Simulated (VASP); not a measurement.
Data:

```
GeS
1.0
    3.12959     0.00000     0.00000
   -1.56479     2.71031     0.00000
    0.00000     0.00000     6.70800
Ge S
2 2
Direct
  0.00000   0.00000   0.00000
  0.00000   0.00000   0.50000
  0.33333   0.66667   0.25000
  0.66667   0.33333   0.75000
```

Computed with PBEsol GGA, VASP's PBE PAW potentials (set 64) (plane waves; VASP). Settings: 500 eV cut-off, 11×11×5 Γ-centred mesh, first-order Methfessel-Paxton smearing of 0.10 eV, potentials Ge_d S.

Q: Predict the energy per atom (σ→0), pressure, band gap (on the k-mesh) with the smallest direct gap where there is one.

A: 
| Item | Result |
|---|---|
| band gap (on the k-mesh) | none (metal, semimetal or under 0.01 eV) |
| energy per atom (σ→0) | -4.448 eV/atom |
| pressure | 299.6 kbar |

Total energies compare only between runs with the same potentials, cut-off and functional.

The structure was generated: GeS was put into the NiAs type type (P6_3/mmc), which need not be its known phase. It was relaxed first under an external pressure of 30 GPa.
